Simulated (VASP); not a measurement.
Input for VASP

File POSCAR:
```
C
3.5670
  0.0000000000   0.5000000000   0.5000000000
  0.5000000000   0.0000000000   0.5000000000
  0.5000000000   0.5000000000   0.0000000000
C
2
Cart
  0.0000000000   0.0000000000   0.0000000000
  0.2500000000   0.2500000000   0.2500000000
```

### INCAR
```
! general
SYSTEM = C
PREC   = Normal
ENCUT  = 500
LREAL  = .False.
LASPH  = .True.

! electronic loop
EDIFF  = 1E-8   ! SCF stop (eV)
NELM   = 100   ! most electronic steps
ALGO   = Normal   ! blocked Davidson

! smearing
ISMEAR = 0   ! Gaussian
SIGMA  = 0.01   ! width (eV)

! functional
GGA    = PE

! output
LWAVE  = .True.
LCHARG = .False.
```

File KPOINTS:
```
Automatic
0
gamma
6 6 6
```

POTCAR, in this order: C_GW_new (PBE.64 set). Program: vasp_std.

**Question.** Translate this PBE calculation to Quantum ESPRESSO's pw.x.

**Answer.** One equivalent input (not run):
```
&CONTROL
  calculation = 'scf'
  pseudo_dir = './pseudo'
  outdir = './out'
  tprnfor = .true.
  tstress = .true.
/
&SYSTEM
  ibrav = 0
  nat = 2
  ntyp = 1
  ecutwfc = 82
  occupations = 'smearing'
  smearing = 'gaussian'
  degauss = 0.000735
  input_dft = 'pbe'
/
&ELECTRONS
  conv_thr = 7.3e-10
  electron_maxstep = 100
/
ATOMIC_SPECIES
  C 12.011 C.upf
CELL_PARAMETERS angstrom
     0.0000000    1.7835000    1.7835000
     1.7835000    0.0000000    1.7835000
     1.7835000    1.7835000    0.0000000
ATOMIC_POSITIONS crystal
  C    0.0000000  0.0000000  0.0000000
  C    0.2500000  0.2500000  0.2500000
K_POINTS automatic
  6 6 6 0 0 0
```
What does not carry over: the potentials are each code's own (VASP's PAW set, PseudoDojo norm-conserving files in pw.x), so ENCUT and ecutwfc are chosen apart and not converted; conv_thr bounds pw.x's estimated SCF error, while EDIFF bounds the energy change between steps.

The compound is C in the diamond structure. The cell was not relaxed at this level. The k-mesh is coarse (spacing up to 0.51 per Å, 2π included), so the numbers may not be converged in it.
